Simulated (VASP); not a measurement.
OSZICAR of a VASP run on Rh (fcc):

File OSZICAR:
```
       N       E                     dE             d eps       ncg     rms          rms(c)
DAV:   1     0.153259743137E+03    0.15326E+03   -0.10503E+04  4334   0.175E+03
DAV:   2     0.328958993718E+01   -0.14997E+03   -0.14393E+03  4680   0.507E+02
DAV:   3    -0.478687883970E-02   -0.32944E+01   -0.32486E+01  5059   0.911E+01
DAV:   4    -0.462686084011E-01   -0.41482E-01   -0.41447E-01  5379   0.109E+01
DAV:   5    -0.474188842127E-01   -0.11503E-02   -0.11504E-02  5752   0.151E+00    0.139E+01
DAV:   6    -0.154823381231E+02   -0.15435E+02   -0.20717E+01  4290   0.802E+01    0.227E+00
DAV:   7    -0.152385877202E+02    0.24375E+00   -0.90394E-01  4524   0.131E+01    0.126E+00
DAV:   8    -0.157943393640E+02   -0.55575E+00   -0.50149E-01  4293   0.955E+00    0.823E-01
DAV:   9    -0.158345613682E+02   -0.40222E-01   -0.13907E-02  4908   0.162E+00    0.193E-01
DAV:  10    -0.158362960318E+02   -0.17347E-02   -0.16929E-03  4710   0.599E-01    0.779E-02
DAV:  11    -0.158363577496E+02   -0.61718E-04   -0.27621E-04  4623   0.217E-01    0.407E-02
DAV:  12    -0.158368807763E+02   -0.52303E-03   -0.30518E-04  4674   0.327E-01    0.627E-03
DAV:  13    -0.158369784468E+02   -0.97670E-04   -0.17709E-05  4845   0.788E-02    0.302E-03
DAV:  14    -0.158369762629E+02    0.21838E-05   -0.67217E-07  4647   0.127E-02    0.111E-03
DAV:  15    -0.158369785290E+02   -0.22661E-05   -0.12442E-07  3035   0.507E-03    0.446E-04
DAV:  16    -0.158369778543E+02    0.67463E-06   -0.31183E-08  2367   0.269E-03    0.802E-05
DAV:  17    -0.158369779378E+02   -0.83479E-07   -0.27448E-09  2310   0.837E-04
   1 F= -.15836978E+02 E0= -.15836978E+02  d E =0.000000E+00
       N       E                     dE             ncg
```

### Question
Which electronic solver shows in the log?

### Answer
It is blocked Davidson (ALGO = Normal, or the opening steps of other solvers). The INCAR had ALGO = Normal.

### Question
Can the final energy be trusted as converged?

### Answer
Self-consistency was reached. It stopped with EDIFF = 1E-7, NELM = 100 (TPSS meta-GGA, plane waves, VASP's PBE PAW potentials (set 64)).

The compound is Rh in the fcc structure. It was relaxed first.
